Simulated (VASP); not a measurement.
Consider the following.

```xyz
2
Lattice="0.0000 2.7967 2.7669 2.6550 0.0000 2.7669 2.6550 2.7967 0.0000" Properties=species:S:1:pos:R:3 pbc="T T T"
Mg     0.0000     0.0000     0.0000
Se     2.6889     2.7967     2.7669
```

Method: PBE GGA with D3 dispersion (Becke-Johnson damping), VASP's PBE PAW potentials (set 64) (plane waves; VASP 6.6.1). Numerical set-up: 400 eV cut-off, 8×8×8 Γ-centred mesh, Gaussian smearing of 0.050 eV, potentials Mg Se.

Problem. Give the force on each atom (eV/Å).

Solution. 
| atom | Fx | Fy | Fz |
|---|---|---|---|
| Mg1 | 0.141 | 0.000 | 0.000 |
| Se2 | -0.141 | 0.000 | 0.000 |

Problem. Give the stress tensor in GPa (positive for a compressed cell).

Solution. 
```
 1.34   0.00   0.00
 0.00  -3.60   0.00
 0.00   0.00  -2.77
```
The pressure is its mean diagonal, -1.68 GPa.

The compound is MgSe in the rock salt structure. The cell was not relaxed at this level, atoms are displaced from their ideal sites. The run is one of a series of settings (IVDW = 12 against the base run), some of them coarse on purpose.
